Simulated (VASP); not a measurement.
Input:

```
AlP
1.0
    3.83844     0.00000     0.00000
   -1.91922     3.32419     0.00000
    0.00000     0.00000     6.29727
Al P
2 2
Direct
  0.33333   0.66667   0.00004
  0.66667   0.33333   0.50004
  0.33333   0.66667   0.37496
  0.66667   0.33333   0.87496
```

Level of theory: LDA (Ceperley-Alder, Perdew-Zunger), VASP's LDA PAW potentials (set 64) (plane waves; VASP). Run with 400 eV cut-off, Gaussian smearing of 0.050 eV, potentials Al P.

Q: Give the energies of bands 3 to 11 at the high-symmetry points, in eV from the valence-band maximum.

A: 
| band | Γ | M | K | A | L | H |
|---|---|---|---|---|---|---|
| 3 | -5.75 | -5.50 | -4.71 | -3.35 | -5.59 | -5.36 |
| 4 | -0.95 | -4.58 | -4.71 | -3.35 | -5.59 | -5.36 |
| 5 | -0.95 | -3.62 | -4.25 | -0.52 | -1.70 | -3.57 |
| 6 | -0.12 | -2.24 | -2.69 | -0.52 | -1.70 | -3.57 |
| 7 | 0.00 | -2.13 | -2.69 | -0.52 | -1.68 | -1.26 |
| 8 | 0.00 | -0.87 | -2.52 | -0.52 | -1.68 | -1.26 |
| 9 | 2.33 | 1.78 | 2.04 | 3.16 | 2.18 | 3.01 |
| 10 | 3.25 | 3.27 | 6.08 | 3.16 | 2.18 | 3.01 |
| 11 | 4.16 | 3.92 | 6.13 | 4.68 | 3.17 | 4.59 |

The gap is indirect, 1.78 eV, from the valence maximum at Γ to the conduction minimum at M.

The structure comes from a computed database's AlP entry (P6_3mc); how it stands against other phases isn't given here. It was relaxed first.
